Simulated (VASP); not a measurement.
# BaZrO3: NMR shieldings

Wanted: the shieldings and field gradients at the nuclei of BaZrO3. The cell has space group I4/mcm, a computed entry that need not be the common form of this compound. The start is a computed cell from the Materials Project.

Calculated with VASP 6.6.1; LDA; plane waves and PAW (Ba_sv, Zr_sv, O), in the first sound run; inputs show where later runs differ.

Report form: the programs' logs are mostly left out.

## 1. Starting point

Symmetry: I4/mcm, No. 140, tetragonal system. Conventional cell: a = 5.954 Å, b = 5.954 Å, c = 8.428 Å, α = 90.00°, β = 90.00°, γ = 90.00°. Nearest to Ba lie 12 O at 2.92 to 3.04 Å. Zr has 6 O at 2.11 Å nearest. O has 2 Zr at 2.11 Å and 4 Ba at 2.92 to 3.04 Å nearest. Nearest to O lie 2 Zr at 2.11 Å and 4 Ba at 2.98 Å. Farther neighbours and most contacts between anions are not listed.

Structure file:

```cif
data_structure
_symmetry_space_group_name_H-M 'I4/mcm'
_symmetry_Int_Tables_number 140
_cell_length_a 5.9539
_cell_length_b 5.9539
_cell_length_c 8.4279
_cell_angle_alpha 90.000
_cell_angle_beta 90.000
_cell_angle_gamma 90.000
_cell_volume 298.76
loop_
_atom_site_label
_atom_site_type_symbol
_atom_site_symmetry_multiplicity
_atom_site_Wyckoff_symbol
_atom_site_fract_x
_atom_site_fract_y
_atom_site_fract_z
_atom_site_occupancy
Ba1 Ba 4 b 0.50000 0.00000 0.25000 1
Zr1 Zr 4 c 0.50000 0.50000 0.00000 1
O1 O 8 h 0.23937 0.26063 0.00000 1
O2 O 4 a 0.00000 0.00000 0.25000 1
```

## 2. Ground state

The next steps need an insulator, so the gap is checked first.

INCAR reads:

```
SYSTEM = BaZrO3
PREC = Accurate
ENCUT = 520
EDIFF = 1E-07
NELM = 100
ISMEAR = 0
SIGMA = 0.01
LREAL = .FALSE.
ALGO = Normal
GGA = CA
NBANDS = 50
LORBIT = 11
LWAVE = .FALSE.
LCHARG = .FALSE.
KPAR = 4
```

POSCAR reads:

```
BaZrO3
1.0
   -2.9769652050      2.9769652050      4.2139422900
    2.9769652050     -2.9769652050      4.2139422900
    2.9769652050      2.9769652050     -4.2139422900
Ba Zr O
2 2 6
Direct
    0.2500000000      0.7500000000      0.5000000000
    0.7500000000      0.2500000000      0.5000000000
    0.5000000000      0.5000000000      0.0000000000
    0.0000000000      0.0000000000      0.0000000000
    0.2606329300      0.2393670700      0.5000000000
    0.7393670700      0.7606329300      0.5000000000
    0.7606329300      0.2606329300      0.0212658600
    0.2393670700      0.7393670700      0.9787341400
    0.2500000000      0.2500000000      0.0000000000
    0.7500000000      0.7500000000      0.0000000000
```

KPOINTS reads:

```
Automatic mesh
0
Gamma
5 5 5
0 0 0
```

PAW data sets: Ba_sv, Zr_sv and O (PBE family, release 64).

On the command line:

```
mpirun -np 4 vasp_std
```

Elapsed: 27 s, on 4 MPI ranks of Intel Xeon 6975P-C (Granite Rapids), shared host; peak memory 1.3 GiB.

The gap is read on the k-mesh alone, so it is an upper bound where the band edges lie off the mesh. Harder data sets than Ba_sv exist (the GW ones), and pressures, volumes and forces can shift noticeably with them. The PAW data sets were made with PBE, though LDA sets exist; this is a small mismatch.

This step gave:

```yaml
free_energy_toten: -91.7254 eV
fermi_energy: 3.352 eV
pressure: -5.914 GPa
gap_on_the_k_mesh: 3.062 eV
least_direct_gap_on_the_k_mesh: 3.062 eV
```

The cell has a gap of 3.06 eV on this mesh and a pressure of -5.9 GPa, which holds the misfit of the given cell and coordinates with this functional, and any error of cutoff, mesh and data sets. Spin-orbit coupling is left out, which can shift or reorder these edges.

## 3. Shielding tensors

This step: chemical shifts by linear response (GIPAW), LDA; plane waves and PAW (Ba_sv, Zr_sv, O) (VASP 6.6.1).

LCHIMAG computes the induced currents by linear response. It needs tightly converged orbitals and a cutoff well above the default; LEFG adds the field gradients at no cost.

INCAR reads:

```
SYSTEM = BaZrO3
PREC = Accurate
ENCUT = 560
EDIFF = 1E-09
NELM = 100
ISMEAR = 0
SIGMA = 0.01
LREAL = .FALSE.
ALGO = Normal
GGA = CA
NBANDS = 50
LWAVE = .FALSE.
LCHARG = .FALSE.
KPAR = 4
LCHIMAG = .TRUE.
LEFG = .TRUE.
DQ = 0.001
ICHIBARE = 1
LNMR_SYM_RED = .TRUE.
```

POSCAR is that of step 2.

KPOINTS reads:

```
Automatic mesh
0
Gamma
6 6 6
0 0 0
```

Potentials, in the order of the species: Ba_sv, Zr_sv and O (LDA family, release 64).

On the command line:

```
mpirun -np 4 vasp_std
```

Run time: 18 min. Hardware: 4 MPI ranks; peak memory 4.8 GiB.

Spin-orbit coupling is left out, which changes shieldings on and beside heavy atoms by much.

This step gave:

```
free energy (TOTEN)            : -91.3868 eV
Fermi energy                   : 3.509 eV
pressure                       : -6.147 GPa
gap on the k-mesh              : 3.060 eV
least direct gap on the k-mesh : 3.060 eV
```

Valence and core; the G = 0 term is that of a spherical sample. NMR shielding, by row:

| atom | isotropic shielding (ppm) | span (ppm) | skew | isotropic shielding without the G = 0 term (ppm) |
| --- | --- | --- | --- | --- |
| Ba1 | 4821 | 1.649 | 1 | 4809 |
| Ba2 | 4821 | 1.649 | 1 | 4809 |
| Zr3 | 1378 | 1.896 | -1 | 1367 |
| Zr4 | 1378 | 1.896 | -1 | 1367 |
| O5 | -189.8 | 322.5 | 0.9906 | -201.1 |
| O6 | -189.8 | 322.5 | 0.9906 | -201.1 |
| O7 | -189.8 | 322.5 | 0.9906 | -201.1 |
| O8 | -189.8 | 322.5 | 0.9906 | -201.1 |
| O9 | -189.4 | 320.7 | 1 | -200.7 |
| O10 | -189.4 | 320.7 | 1 | -200.7 |

Ordered as |Vzz| ≥ |Vxx| ≥ |Vyy|, the program's way. Electric field gradients, by row:

| atom | Vxx (V/Å²) | Vyy (V/Å²) | Vzz (V/Å²) | asymmetry |
| --- | --- | --- | --- | --- |
| Ba1 | 2.829 | 2.828 | -5.657 | 0 |
| Ba2 | 2.829 | 2.828 | -5.657 | 0 |
| Zr3 | -0.025 | -0.025 | 0.05 | 0.002 |
| Zr4 | -0.025 | -0.025 | 0.05 | 0.002 |
| O5 | 8.082 | 7.769 | -15.85 | 0.02 |
| O6 | 8.082 | 7.769 | -15.85 | 0.02 |
| O7 | 8.082 | 7.775 | -15.86 | 0.019 |
| O8 | 8.082 | 7.775 | -15.86 | 0.019 |
| O9 | 8.078 | 8.073 | -16.15 | 0 |
| O10 | 8.078 | 8.073 | -16.15 | 0 |

## 4. Summary of results

```
Ba, isotropic shielding : 4820.7 ppm
Zr, isotropic shielding : 1377.9 ppm
O, isotropic shielding  : -189.8, -189.4 ppm
```

At LDA the isotropic shieldings are Ba 4820.7 ppm; Zr 1377.9 ppm; O -189.8, -189.4 ppm. The widest tensor is that of O5, with a span (largest less smallest principal value) of 322 ppm. The largest field gradient is Vzz = -16.2 V/Å² at O9. Shifts were not obtained, since a shift is the shielding of a reference compound, computed alike, less these values; differences between sites of one element need no reference, and the more shielded site has the lower shift. The G = 0 term is the part set by the sample's shape, taken here for a sphere. Spin-orbit effects on the shifts of and near heavy atoms are left out. No finer mesh was run, so convergence in it isn't shown. VASP's guide advises NLSPLINE for shieldings, which this input doesn't set; the effect wasn't tested. The cell has space group I4/mcm, a computed entry that need not be the common form of this compound. The given cell is kept, although it stands at -6.1 GPa at LDA and ENCUT = 560 eV, which holds the mismatch of the given cell with this functional, any error of the entry itself and any basis-set error.

[Lines on the potential files, build, host, timing and source positions are cut from VASP's logs without a mark.]

[Logs are printed without paths, hosts, clocks, repeated set-up lines and the standing remarks that a program may print on its own settings, such as how far it seeks lower states.]

[Hosts, paths, dates, database ids (printed as entryN), source tags and the programs' standing remarks are cut or masked in the printed files.]
